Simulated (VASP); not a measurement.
All values below come from PBE GGA, VASP's PBE PAW potentials (set 64) (plane waves; VASP).

A VASP calculation is set up with these files.

**INCAR**
```
SYSTEM = NaI
PREC = Accurate
ENCUT = 400
EDIFF = 1E-6
NELM = 100
ALGO = Normal
LREAL = .FALSE.
LASPH = .TRUE.
ISMEAR = 0
SIGMA = 0.05
GGA = PE
LMAXMIX = 4
LWAVE = .FALSE.
LCHARG = .FALSE.
ISIF = 2
```

**POSCAR**
```
NaI
1
    0.0000000000     3.2350000000     3.2350000000
    3.2350000000     0.0000000000     3.2350000000
    3.2350000000     3.2350000000     0.0000000000
Na I
1 1
Direct
  0.0000000000   0.0000000000   0.0000000000
  0.5000000000   0.5000000000   0.5000000000
```

### KPOINTS
```
Automatic mesh
0
Gamma
6 6 6
0 0 0
```

POTCAR, in this order: Na_pv I (PBE.64 set). Program: vasp_std.

Unless said otherwise, spin-orbit coupling is left out, though it shifts the bands of the heavy elements here.

### Question
Estimate the energy per atom (σ→0), band gap (on the k-mesh).

### Answer

The energy per atom (σ→0) is -259.8 kJ/mol of atoms and the band gap (on the k-mesh) comes out as 3.64 eV.

### OSZICAR
```
...
DAV:   5    -0.545229087425E+01   -0.30537E-02   -0.30536E-02   417   0.160E+00    0.163E+00
DAV:   6    -0.539122667400E+01    0.61064E-01   -0.86463E-02   403   0.195E+00    0.113E+00
DAV:   7    -0.538244902424E+01    0.87776E-02   -0.72862E-02   403   0.165E+00    0.593E-01
DAV:   8    -0.538449784346E+01   -0.20488E-02   -0.51031E-03   364   0.691E-01    0.150E-01
DAV:   9    -0.538446672459E+01    0.31119E-04   -0.13559E-04   415   0.128E-01    0.403E-02
DAV:  10    -0.538448467568E+01   -0.17951E-04   -0.39355E-05   400   0.764E-02    0.638E-03
DAV:  11    -0.538448547390E+01   -0.79822E-06   -0.42165E-06   373   0.232E-02
   1 F= -.53844855E+01 E0= -.53844855E+01  d E =-.174561E-15
```

The compound is NaI in the rock salt structure. The cell was not relaxed at this level.
